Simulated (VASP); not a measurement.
# W (Tungsten) under strain, part 2 of 3

How does the pressure of W (Tungsten) answer to a change of volume? The bands are shown for each cell. All runs use LDA. Left out of this account: 1 further run (fields: a reference on another mesh). The start is a cell from a database of measured crystal structures.

VASP 6.6.1; LDA; plane waves and PAW (W).

Still holding for the runs below: Spin-orbit coupling is off here; with elements this heavy it splits and shifts levels by tenths of an eV or more.

So far, pressure (GPa): step 2 (bands, cell as listed) -11.0; step 3 (cell volume +4.0 %) -21.6.

## (4) Bands, volume times 1.08

The cell is expanded evenly, with fractional positions held.

INCAR reads:

```
SYSTEM = W
PREC = Accurate
ENCUT = 400
EDIFF = 1E-06
NELM = 100
ISMEAR = -1
SIGMA = 0.05
LREAL = .FALSE.
ALGO = Normal
GGA = CA
NBANDS = 14
LASPH = .TRUE.
LORBIT = 11
LWAVE = .FALSE.
LCHARG = .FALSE.
KPAR = 2
```

POSCAR reads:

```
W
1.0
   -1.6234631336      1.6234631336      1.6234631336
    1.6234631336     -1.6234631336      1.6234631336
    1.6234631336      1.6234631336     -1.6234631336
W
1
Direct
    0.0000000000      0.0000000000      0.0000000000
```

KPOINTS reads:

```
Automatic mesh
0
Gamma
17 17 17
0 0 0
```

KPOINTS_OPT reads:

```
Line mode
16
Line-mode
Reciprocal
  0.00000000   0.00000000   0.00000000 GAMMA
  0.50000000  -0.50000000   0.50000000 H

  0.50000000  -0.50000000   0.50000000 H
  0.00000000   0.00000000   0.50000000 N

  0.00000000   0.00000000   0.50000000 N
  0.00000000   0.00000000   0.00000000 GAMMA

  0.00000000   0.00000000   0.00000000 GAMMA
  0.25000000   0.25000000   0.25000000 P

  0.25000000   0.25000000   0.25000000 P
  0.50000000  -0.50000000   0.50000000 H

  0.25000000   0.25000000   0.25000000 P
  0.00000000   0.00000000   0.50000000 N
```

Potentials, in the order of the species: W (LDA family, release 64).

Run with:

```console
mpirun -np 2 vasp_std
```

What it wrote:

```text
[... set-up lines as in an earlier step ...]
 entering main loop
       N       E                     dE             d eps       ncg     rms          rms(c)
DAV:   1     0.378547895070E+01    0.37855E+01   -0.23072E+03  4652   0.289E+02
DAV:   2    -0.145397224548E+02   -0.18325E+02   -0.17581E+02  6036   0.850E+01
DAV:   3    -0.148278867436E+02   -0.28816E+00   -0.28778E+00  6084   0.824E+00
DAV:   4    -0.148282314297E+02   -0.34469E-03   -0.34468E-03  5856   0.343E-01
DAV:   5    -0.148282322020E+02   -0.77234E-06   -0.77275E-06  6078   0.148E-02    0.180E+01
DAV:   6    -0.142233040993E+02    0.60493E+00   -0.37642E-01  6402   0.292E+00    0.793E+00
DAV:   7    -0.140238311841E+02    0.19947E+00   -0.39319E-01  6456   0.275E+00    0.408E-01
DAV:   9    -0.140214700297E+02    0.53002E-03   -0.30342E-04  6390   0.554E-02    0.664E-02
DAV:  10    -0.140214585312E+02    0.11498E-04   -0.49589E-05  6078   0.373E-02    0.227E-02
DAV:  11    -0.140214585680E+02   -0.36813E-07   -0.16428E-06  5796   0.871E-03
   1 F= -.14021459E+02 E0= -.14019201E+02  d E =-.451517E-02
 Start KPOINTS_OPT (optional k-point list driver)
k-point batch [1-96\96]
       N       E                     dE             ncg
DAV:   1     0.464635343186E+04   -0.15738E+05     2756
DAV:   2     0.285700680141E+04   -0.17893E+04     3360
DAV:   3     0.282890856027E+04   -0.28098E+02     3552
DAV:   4     0.282886934896E+04   -0.39211E-01     3258
DAV:   5     0.282886921462E+04   -0.13434E-03     3588
DAV:   6     0.282886921399E+04   -0.62594E-06     3186
```

Wall time 6 s (2 MPI ranks of Intel Xeon 6975P-C (Granite Rapids), shared host); peak memory 0.27 GiB.

From OUTCAR (step 4):

```text
  LATTYP: Found a body centered cubic cell.
 ALAT       =     3.2469262672

The static configuration has the point symmetry O_h .

 Found    165 irreducible k-points:

   ENCUT  =  400.0 eV  29.40 Ry    5.42 a.u.   4.59  4.59  4.59*2*pi/ulx,y,z

   NELECT =       6.0000    total number of electrons

 E-fermi :   6.9685

 k-point     1 :       0.0000    0.0000    0.0000
  band No.  band energies     occupation
      1      -2.1431      2.00000
      2       5.7919      2.00000
      3       5.7919      2.00000
      4       5.7919      2.00000
      5       8.9203      0.00000
      6       8.9204      0.00000
      7      21.9922      0.00000
      8      21.9922      0.00000
      9      21.9922      0.00000
    ...

 k-point     2 :       0.0588    0.0000    0.0000
  band No.  band energies     occupation
      1      -1.9930      2.00000
      2       5.7034      2.00000
      3       5.7745      2.00000
      4       5.9386      2.00000
      5       8.7852      0.00000
      6       8.9238      0.00000
      7      22.1143      0.00000
      8      22.2527      0.00000
      9      22.3306      0.00000
    ...

  Total       -3.2266091     -3.2266091     -3.2266091      0.0000000      0.0000000      0.0000000
  in kB     -302.0436134   -302.0436134   -302.0436134      0.0000000      0.0000000      0.0000000
  external PRESSURE =    -302.0436134 kB  Pullay stress =       0.0000000 kB

  energy-cutoff  :      400.00
  volume of cell :       17.12
      direct lattice vectors                 reciprocal lattice vectors
    -1.623463134  1.623463134  1.623463134     0.000000000  0.307983587  0.307983587
     1.623463134 -1.623463134  1.623463134     0.307983587  0.000000000  0.307983587
     1.623463134  1.623463134 -1.623463134     0.307983587  0.307983587  0.000000000

 POSITION                                       TOTAL-FORCE (eV/Angst)
 -----------------------------------------------------------------------------------
      0.00000      0.00000      0.00000        -0.000000     -0.000000      0.000000
 -----------------------------------------------------------------------------------
    total drift:                                0.000000      0.000000      0.000000

  FREE ENERGIE OF THE ION-ELECTRON SYSTEM (eV)
  ---------------------------------------------------
  free  energy   TOTEN  =       -14.0214585680 eV

  energy  without entropy=      -14.0169433984  energy(sigma->0) =      -14.01920098

 total charge
# of ion       s       p       d       tot
------------------------------------------
    1        0.633   0.638   4.017   5.287

[... 4 parts as in an earlier step ...]

[... 6 further parts left out ...]
```

This step gave:

- free energy (TOTEN): -14.02 eV
- energy at zero smearing: -14.02 eV
- Fermi energy: 6.968 eV
- pressure: -30.20 GPa

The electronic bands at the labelled points (eV, zero at the Fermi level; # counts the bands kept):

| point | #1 | #2 | #3 | #4 | #5 | #6 |
| --- | --- | --- | --- | --- | --- | --- |
| Γ | -9.11 | -1.18 | -1.18 | -1.18 | 1.95 | 1.95 |
| 0.53 of the way | -4.68 | -2.83 | -0.31 | -0.31 | 1.48 | 3.00 |
| H | -5.26 | -5.26 | 4.54 | 4.54 | 4.54 | 7.85 |
| 0.53 of the way | -4.44 | -3.12 | -0.97 | 0.01 | 5.00 | 6.44 |
| N | -5.77 | -3.25 | 0.60 | 1.81 | 2.67 | 5.40 |
| 0.47 of the way | -6.66 | -2.44 | -1.72 | 1.45 | 1.64 | 2.17 |
| Γ | -9.11 | -1.18 | -1.18 | -1.18 | 1.95 | 1.95 |
| 0.47 of the way | -6.15 | -2.56 | -2.56 | 1.93 | 1.93 | 2.81 |
| P | -2.77 | -2.77 | -2.77 | 2.81 | 2.81 | 5.95 |
| 0.47 of the way | -3.36 | -3.00 | -3.00 | 2.45 | 2.45 | 7.95 |
| H | -5.26 | -5.26 | 4.54 | 4.54 | 4.54 | 7.85 |
| jump to P | -2.77 | -2.77 | -2.77 | 2.81 | 2.81 | 5.95 |
| 0.53 of the way | -4.65 | -3.31 | -0.91 | 2.23 | 2.73 | 7.57 |
| N | -5.77 | -3.25 | 0.60 | 1.81 | 2.67 | 5.40 |

The electronic bands as a text plot (rows in eV, shown from -8.0 to 1.7 only):

```
    1.5 | *    * *          *   *****
    1.1 |     *
    0.7 |  *            *  * *           *                      *
    0.3 |   **  *       * *       *                     *
   -0.1 |                *  * *    *                           *
   -0.5 |   * **               *        *                     *
   -0.9 | ** *           *          * **               *
   -1.3 |*****             *    *  ******                    *
   -1.7 |                        ***                  *
   -2.1 |     *           *       *      **                 *
   -2.5 |                  *     *             * ****      *
   -2.9 |      *         *  *  **          *******   *     *
   -3.3 |       *            **              *       *      *****
   -3.8 |                                         * * *
   -4.2 |       *       *                          *   *     *
   -4.6 |      * **    ***                  *           *
   -5.0 |         **  **  **                             *    *
   -5.4 |     *     **                     *              *    *
   -5.8 |                   ****                                *
   -6.2 |    *                  *
   -6.6 |                        *
   -7.0 |                                 *
   -7.4 |                         *      *
   -7.8 |   *                      *
         Γ           H       N        Γ         P        H|P    N
```

 The pressure is -30.20 GPa.

Of the bands kept, 3 cross the Fermi level on this path.

## (5) Bands, sheared, principal strains -3.1, +0.2, +2.9 %

The cell is sheared at fixed volume, which lowers its symmetry.

INCAR is that of step 4.

POSCAR reads:

```
W
1.0
   -1.5171340000      1.5458900000      1.5559080000
    1.5452880000     -1.6057470000      1.6439180000
    1.5586460000      1.6472590000     -1.6157650000
W
1
Direct
    0.0000000000      0.0000000000      0.0000000000
```

KPOINTS is that of step 4.

KPOINTS_OPT reads:

```
Line mode
16
Line-mode
Reciprocal
 -0.50000000   0.00000000   0.50000000 X
  0.00000000   0.00000000   0.00000000 GAMMA

  0.00000000   0.00000000   0.00000000 GAMMA
  0.00000000   0.50000000  -0.50000000 Y

 -0.50000000   0.50000000   0.00000000 L
  0.00000000   0.00000000   0.00000000 GAMMA

  0.00000000   0.00000000   0.00000000 GAMMA
  0.00000000  -0.50000000   0.00000000 Z

 -0.50000000  -0.50000000   0.50000000 N
  0.00000000   0.00000000   0.00000000 GAMMA

  0.00000000   0.00000000   0.00000000 GAMMA
  0.00000000   0.00000000  -0.50000000 M

 -0.50000000   0.00000000   0.00000000 R
  0.00000000   0.00000000   0.00000000 GAMMA
```

Run with:

```console
mpirun -np 2 vasp_std
```

What it wrote:

```text
[... set-up lines as in an earlier step ...]
 entering main loop
       N       E                     dE             d eps       ncg     rms          rms(c)
DAV:   1     0.466375513096E+01    0.46638E+01   -0.23536E+03 69478   0.291E+02
DAV:   2    -0.146162663441E+02   -0.19280E+02   -0.18518E+02 88284   0.887E+01
DAV:   3    -0.148900695166E+02   -0.27380E+00   -0.27331E+00 92232   0.818E+00
DAV:   4    -0.148903669143E+02   -0.29740E-03   -0.29739E-03 88266   0.322E-01
DAV:   5    -0.148903675202E+02   -0.60589E-06   -0.60543E-06 93144   0.131E-02    0.204E+01
DAV:   6    -0.143600053963E+02    0.53036E+00   -0.28455E-01 96516   0.259E+00    0.958E+00
DAV:   7    -0.141671353043E+02    0.19287E+00   -0.33155E-01 96852   0.259E+00    0.305E-01
DAV:   8    -0.141652315101E+02    0.19038E-02   -0.60306E-03 81894   0.398E-01    0.200E-01
DAV:   9    -0.141646779946E+02    0.55352E-03   -0.25968E-04 95440   0.495E-02    0.759E-02
DAV:  10    -0.141646695835E+02    0.84111E-05   -0.36813E-05 89136   0.324E-02    0.141E-02
DAV:  11    -0.141646699921E+02   -0.40863E-06   -0.13104E-06 88850   0.761E-03
   1 F= -.14164670E+02 E0= -.14162492E+02  d E =-.435574E-02
 Start KPOINTS_OPT (optional k-point list driver)
k-point batch [1-112\112]
       N       E                     dE             ncg
DAV:   1     0.189898458424E+05   -0.83130E+04     3168
DAV:   2     0.167177702069E+05   -0.22721E+04     4060
DAV:   3     0.166822356222E+05   -0.35535E+02     4012
DAV:   4     0.166821853770E+05   -0.50245E-01     3844
DAV:   5     0.166821852275E+05   -0.14950E-03     4036
DAV:   6     0.166821852268E+05   -0.64523E-06     3816
```

It took 59 s on 2 MPI ranks; peak memory 1.2 GiB; 1.9 min of CPU time.

Parts of OUTCAR (step 5):

```text
   k-points           NKPTS =   2457   k-points in BZ     NKDIM =   2457   number of bands    NBANDS=     14

   ENCUT  =  400.0 eV  29.40 Ry    5.42 a.u.   4.35  4.52  4.54*2*pi/ulx,y,z

   NELECT =       6.0000    total number of electrons

 E-fermi :   7.8672

 k-point     1 :       0.0000    0.0000    0.0000
  band No.  band energies     occupation
      1      -1.7257      2.00000
      2       6.0153      2.00000
      3       6.5377      2.00000
      4       6.9773      2.00000
      5       9.7752      0.00000
      6      10.2709      0.00000
      7      22.4541      0.00000
      8      23.2597      0.00000
      9      23.6082      0.00000
    ...

  Total       -0.3779167     -1.3221164     -1.3874004     -0.3381588      0.5013715     -0.2554158
  in kB      -38.2070139   -133.6646896   -140.2648400    -34.1875233     50.6881744    -25.8222936
  external PRESSURE =    -104.0455145 kB  Pullay stress =       0.0000000 kB

 POSITION                                       TOTAL-FORCE (eV/Angst)
 -----------------------------------------------------------------------------------
      0.00000      0.00000      0.00000         0.000000      0.000000      0.000000
 -----------------------------------------------------------------------------------
    total drift:                                0.000000     -0.000000     -0.000000

  FREE ENERGIE OF THE ION-ELECTRON SYSTEM (eV)
  ---------------------------------------------------
  free  energy   TOTEN  =       -14.1646699921 eV

  energy  without entropy=      -14.1603142545  energy(sigma->0) =      -14.16249212

[... 2 parts as in an earlier step ...]

[... 13 further parts left out ...]
```

The path and its labels are those of the sheared lattice, so a letter need not mean the same point as in the unstrained cell.

This step gave:

```
irreducible k-points    : 2457
symmetry operations     : 2
free energy (TOTEN)     : -14.16 eV
energy at zero smearing : -14.16 eV
Fermi energy            : 7.867 eV
pressure                : -10.40 GPa
```

The electronic bands at the labelled points (eV, zero at the Fermi level; # counts the bands kept):

```csv
point,#1,#2,#3,#4,#5,#6
X,-6.28,-3.72,1.02,1.95,2.97,6.08
0.53 of the way,-7.37,-2.51,-1.74,0.99,1.42,2.15
Γ,-9.59,-1.85,-1.33,-0.89,1.91,2.40
0.47 of the way,-7.57,-2.54,-2.15,1.33,1.51,2.57
Y,-6.35,-3.51,0.32,1.94,3.11,5.72
jump to L,-6.28,-3.73,1.11,1.95,2.92,6.17
0.53 of the way,-7.35,-2.49,-1.69,0.94,1.38,2.11
Γ,-9.59,-1.85,-1.33,-0.89,1.91,2.40
0.53 of the way,-7.02,-2.97,-1.96,1.71,1.90,2.54
Z,-6.32,-3.84,0.70,2.25,3.28,5.91
jump to N,-5.94,-5.87,4.58,4.90,5.64,7.94
0.47 of the way,-5.00,-3.29,-0.41,-0.13,1.65,3.11
Γ,-9.59,-1.85,-1.33,-0.89,1.91,2.40
0.53 of the way,-7.04,-3.02,-1.99,1.75,1.99,2.55
M,-6.33,-3.88,0.65,2.35,3.35,5.86
jump to R,-6.28,-3.27,0.95,1.43,2.44,6.20
0.47 of the way,-6.96,-2.34,-1.81,0.96,1.76,2.19
Γ,-9.59,-1.85,-1.33,-0.89,1.91,2.40
```

The electronic bands as a text plot (rows in eV, shown from -8.0 to 2.0 only):

```
    1.8 |* **  ***  ***** **  *******       *    *****    *     *
    1.4 |   ***   ***      ***                  *          *   *
    1.0 |*              *          *      *          *      ***
    0.6 |    *     *              *    *   * * *         *
    0.2 |              *    *         *    *  *     *   * *
   -0.3 | *       *      *       *          *                 *
   -0.7 |     ****    *      ***             *******
   -1.1 |                       *    *       **** **   *   *   **
   -1.5 |  * ******  *    * **** *            ** *  *       * **
   -1.9 |   * * ****       * * ** ***        *  **** **      *  *
   -2.4 |    *     **       *    **                 *
   -2.8 |   *       *      *       *                 *     **
   -3.2 |  *         **   *         *       *         *   *
   -3.6 |**            ***           **                **
   -4.0 |                              *   *             *
   -4.4 |                                 **
   -4.9 |                                   *
   -5.3 |                                *
   -5.7 |                               *
   -6.1 |**             **            **                ****
   -6.5 |  *         ***  *         **       *        **    *
   -7.0 |   *       *      *
   -7.4 |                          *          *      *       *
   -7.8 |    *              *     *
         X      Γ      Y|L     Γ      Z|N        Γ      M|R     Γ
```

 The pressure is -10.40 GPa, and the symmetry operations fall from 48 to 2.

## (6) Bands, volume times 0.96

The cell is compressed evenly, with fractional positions held.

INCAR is that of step 5.

POSCAR reads:

```
W
1.0
   -1.5609593379      1.5609593379      1.5609593379
    1.5609593379     -1.5609593379      1.5609593379
    1.5609593379      1.5609593379     -1.5609593379
W
1
Direct
    0.0000000000      0.0000000000      0.0000000000
```

KPOINTS is that of step 5.

KPOINTS_OPT reads:

```
Line mode
16
Line-mode
Reciprocal
  0.00000000   0.00000000   0.00000000 GAMMA
  0.50000000  -0.50000000   0.50000000 H

  0.50000000  -0.50000000   0.50000000 H
  0.00000000   0.00000000   0.50000000 N

  0.00000000   0.00000000   0.50000000 N
  0.00000000   0.00000000   0.00000000 GAMMA

  0.00000000   0.00000000   0.00000000 GAMMA
  0.25000000   0.25000000   0.25000000 P

  0.25000000   0.25000000   0.25000000 P
  0.50000000  -0.50000000   0.50000000 H

  0.25000000   0.25000000   0.25000000 P
  0.00000000   0.00000000   0.50000000 N
```

Run with:

```console
mpirun -np 2 vasp_std
```

What it wrote:

```text
[... set-up lines as in an earlier step ...]
 entering main loop
       N       E                     dE             d eps       ncg     rms          rms(c)
DAV:   1     0.509543310931E+01    0.50954E+01   -0.23439E+03  4652   0.290E+02
DAV:   2    -0.146358451768E+02   -0.19731E+02   -0.18874E+02  5928   0.901E+01
DAV:   3    -0.149004425206E+02   -0.26460E+00   -0.26383E+00  6102   0.809E+00
DAV:   4    -0.149007229393E+02   -0.28042E-03   -0.28041E-03  5952   0.311E-01
DAV:   5    -0.149007235044E+02   -0.56511E-06   -0.56629E-06  6162   0.124E-02    0.217E+01
DAV:   6    -0.144005686012E+02    0.50015E+00   -0.24739E-01  6318   0.243E+00    0.105E+01
DAV:   7    -0.142104990436E+02    0.19007E+00   -0.30264E-01  6284   0.250E+00    0.286E-01
DAV:   8    -0.142087424934E+02    0.17566E-02   -0.44892E-03  5472   0.363E-01    0.240E-01
DAV:   9    -0.142081297758E+02    0.61272E-03   -0.29303E-04  6338   0.526E-02    0.102E-01
DAV:  10    -0.142081190161E+02    0.10760E-04   -0.45630E-05  6024   0.355E-02    0.111E-02
DAV:  11    -0.142081193698E+02   -0.35376E-06   -0.16150E-06  5840   0.885E-03
   1 F= -.14208119E+02 E0= -.14205991E+02  d E =-.425630E-02
 Start KPOINTS_OPT (optional k-point list driver)
k-point batch [1-96\96]
       N       E                     dE             ncg
DAV:   1     0.518316586205E+04   -0.15327E+05     2736
DAV:   2     0.322610523423E+04   -0.19571E+04     3402
DAV:   3     0.319808710174E+04   -0.28018E+02     3594
DAV:   4     0.319805244549E+04   -0.34656E-01     3162
DAV:   5     0.319805234916E+04   -0.96334E-04     3582
DAV:   6     0.319805234874E+04   -0.42380E-06     2988
```

Wall time 5.8 s (2 MPI ranks); peak memory 0.26 GiB; 10 s of CPU time.

Parts of OUTCAR (step 6):

```text
   ENCUT  =  400.0 eV  29.40 Ry    5.42 a.u.   4.41  4.41  4.41*2*pi/ulx,y,z

   NELECT =       6.0000    total number of electrons

 E-fermi :   8.3474

 k-point     1 :       0.0000    0.0000    0.0000
  band No.  band energies     occupation
      1      -1.4849      2.00000
      2       6.9357      2.00000
      3       6.9357      2.00000
      4       6.9358      2.00000
      5      10.5520      0.00000
      6      10.5520      0.00000
      7      23.6829      0.00000
      8      23.6829      0.00000
      9      23.6829      0.00000
    ...

  Total        0.1972919      0.1972919      0.1972919      0.0000000      0.0000000     -0.0000000
  in kB       20.7771065     20.7771065     20.7771065      0.0000000      0.0000000     -0.0000000
  external PRESSURE =      20.7771065 kB  Pullay stress =       0.0000000 kB

  FREE ENERGIE OF THE ION-ELECTRON SYSTEM (eV)
  ---------------------------------------------------
  free  energy   TOTEN  =       -14.2081193698 eV

  energy  without entropy=      -14.2038630699  energy(sigma->0) =      -14.20599122

[... 5 parts as in an earlier step ...]

[... 12 further parts left out ...]
```

This step gave:

| Item | Value |
| --- | --- |
| irreducible k-points | 165 |
| symmetry operations | 48 |
| free energy (TOTEN) | -14.21 eV |
| energy at zero smearing | -14.21 eV |
| Fermi energy | 8.347 eV |
| pressure | 2.078 GPa |

The electronic bands at the labelled points (eV, zero at the Fermi level; # counts the bands kept):

```csv
point,#1,#2,#3,#4,#5,#6
Γ,-9.83,-1.41,-1.41,-1.41,2.20,2.20
0.47 of the way,-5.68,-2.69,-0.83,-0.83,1.01,3.61
H,-6.25,-6.25,5.36,5.36,5.36,8.75
0.53 of the way,-5.18,-3.63,-1.18,-0.03,5.92,7.47
N,-6.59,-3.86,0.92,2.13,3.14,6.42
0.53 of the way,-7.60,-2.66,-1.98,1.18,1.52,2.38
Γ,-9.83,-1.41,-1.41,-1.41,2.20,2.20
0.47 of the way,-6.54,-3.04,-3.04,2.19,2.19,3.32
P,-3.12,-3.12,-3.12,3.32,3.32,7.08
0.47 of the way,-3.90,-3.48,-3.48,2.86,2.86,9.24
H,-6.25,-6.25,5.36,5.36,5.36,8.75
jump to P,-3.12,-3.12,-3.12,3.32,3.32,7.08
0.53 of the way,-5.28,-3.87,-0.84,2.61,3.22,8.78
N,-6.59,-3.86,0.92,2.13,3.14,6.42
```

The electronic bands as a text plot (rows in eV, shown from -8.0 to 1.9 only):

```
    1.7 | *    * *          *    *  *
    1.3 |                         **
    0.9 |  *  *         *  * *           *                      *
    0.5 |    *          *         *                     *
    0.1 |   *   *        ** * *    *                           *
   -0.4 |      *               *        *                     *
   -0.8 |  ** *                     *
   -1.2 |**  *           *           ***               *
   -1.6 |****              *    *  ******                    *
   -2.0 |    *                   ***                  *     *
   -2.4 |                 *       *      *
   -2.8 |     *            *     *        *    * ***       *
   -3.3 |                       *          *  ***   *      *
   -3.7 |      *         *  ****            ***  *   *      **  *
   -4.1 |       *                                    *        **
   -4.5 |                                         *** *      *
   -4.9 |      ***      *                   *          *
   -5.3 |        **     **                              *
   -5.7 |     *   **  **  **               *                  *
   -6.1 |          ****                                  **    *
   -6.6 |    *              *****                               *
   -7.0 |                        *
   -7.4 |                                 *
   -7.8 |                                *
         Γ           H       N        Γ         P        H|P    N
```

 The pressure is 2.08 GPa.

Of the bands kept, 3 cross the Fermi level on this path.

(Continued in part 3 of 3.)

[Lines on the potential files, build, host, timing and source positions are cut from VASP's logs without a mark.]

[Logs are printed without paths, hosts, clocks, repeated set-up lines and the standing remarks that a program may print on its own settings, such as how far it seeks lower states.]

[Hosts, paths, dates, database ids (printed as entryN), source tags and the programs' standing remarks are cut or masked in the printed files.]

[A measured line is paired with the nearest computed mode of its activity, which favours agreement.]
